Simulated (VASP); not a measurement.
An input for Ansatz (written as the equivalent of a VASP run, and not itself run):

Ansatz 0.2 input:
```yaml
crystal:
  lattice:
    - [1.5614123, -2.7044456, 0.0000000]
    - [1.5614123, 2.7044456, 0.0000000]
    - [0.0000000, 0.0000000, 3.4642293]
  atoms:
    - { symbol: Hf, position: [0.0000000, 1.0000000, 1.0000000] }
    - { symbol: B, position: [0.3333330, 0.6666670, 0.5000000] }
    - { symbol: B, position: [0.6666670, 0.3333330, 0.5000000] }
kpoints:
  mp_grid: { grid: [11, 11, 9] }
hamiltonian:
  xc: pbe
  pseudopotentials: { kind: paw }
scf:
  occupations: { method: methfessel_paxton, width: 0.1 }
  max_iter: 100
relax:
  max_steps: 40
  f_tol: 0.02
  cell: { p_target: 5 }
output: { forces: true, stress: true, eigenvalues: true }
```

Q: Translate this input to VASP (INCAR, KPOINTS, POSCAR, choice of POTCAR).

A: One answer among several that fit: 
**KPOINTS**
```
Automatic mesh
0
Gamma
11 11 9
0 0 0
```

INCAR:
```
! general
SYSTEM  = HfB2
PREC    = Accurate
ENCUT   = 620
LREAL   = .FALSE.
LASPH   = .TRUE.

! electronic loop
EDIFF   = 1E-6
NELM    = 100
ALGO    = Normal
LMAXMIX = 6

! smearing
ISMEAR  = 1
SIGMA   = 0.1

! functional
GGA     = PE

! ions
IBRION  = 2
NSW     = 40
ISIF    = 3
EDIFFG  = -0.02
PSTRESS = 50

! output
LWAVE   = .FALSE.
LCHARG  = .FALSE.
```

### POSCAR
```
HfB2
1.0
  1.5614122843  -2.7044456392   0.0000000000
  1.5614122843   2.7044456392   0.0000000000
  0.0000000000   0.0000000000   3.4642293289
Hf B
1 2
Cart
  1.5614122843   2.7044456392   3.4642293289
  1.5614122843   0.9014836827   1.7321146645
  1.5614122843  -0.9014836827   1.7321146645
```

POTCAR, in this order: Hf_pv B (PBE.64 set). Program: vasp_std.

Limits of the translation: each code has its own PAW files, so the cut-off isn't converted (ENCUT is set for VASP's; basis.ecutwfc is left out, and Ansatz then takes the one that its files recommend); Ansatz stops its SCF on the density residual and VASP on the energy change (EDIFF).

The compound is HfB2 in the AlB2 type structure. It was relaxed first under an external pressure of 5 GPa.
